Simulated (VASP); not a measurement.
KFeSi, 3 atoms in the cell. It takes space group P-6m2 (No. 187, hexagonal). The conventional cell has a = 4.276 Å, b = 4.276 Å, c = 4.286 Å, α = 90.00°, β = 90.00°, γ = 120.00°. K (site symmetry -6m2) is surrounded by 3 Si at 2.47 Å. Around Fe (site symmetry -6m2) lie 6 Si at 3.27 Å and 6 K at 3.27 Å. Around Si (site symmetry -6m2) lie 3 K at 2.47 Å. The cell was built by a generator and needn't be a form met in nature.

- Program: VASP 6.6.1
- Task: elastic constants
- Functional: PBEsol
- Potentials or basis: VASP PAW PBE potentials, release 64 (K_sv, Fe_pv, Si)
- Cutoff: 600 eV
- k mesh: 5 × 5 × 5
- Occupations: methfessel-paxton, width 0.2 eV
- Spin: collinear spin, random start
- Starting moments: [0.0, 2.13, 0.0] μB
- Hubbard terms: Fe d U = 7 eV
- Ions in elastic constants: relaxed
- Further INCAR settings: ALGO = Normal; EDIFF = 1e-08; IBRION = 6; POTIM = 0.015; NSW = 1; ISIF = 3

Potentials or basis: VASP PAW PBE potentials, release 64 (K_sv, Fe_pv, Si).

Run with:

```console
$ cat potpaw_PBE.64/K_sv/POTCAR potpaw_PBE.64/Fe_pv/POTCAR potpaw_PBE.64/Si/POTCAR > POTCAR
$ cp INCAR.step1 INCAR
$ mpirun -np 1 vasp_std > vasp.out
$ cp CONTCAR POSCAR
$ cp INCAR.step2 INCAR
$ mpirun -np 1 vasp_std > vasp.out
```

Hardware: 1 thread of Intel(R) Xeon(R) Platinum 8488C (Sapphire Rapids) (shared host).

How long does it take, and how much memory?

Run time: 62 min on 1 thread of Intel(R) Xeon(R) Platinum 8488C (Sapphire Rapids), with other jobs on the host, peak memory 0.41 GiB. Counts: scf iterations 557, k points 15, ion steps 16.
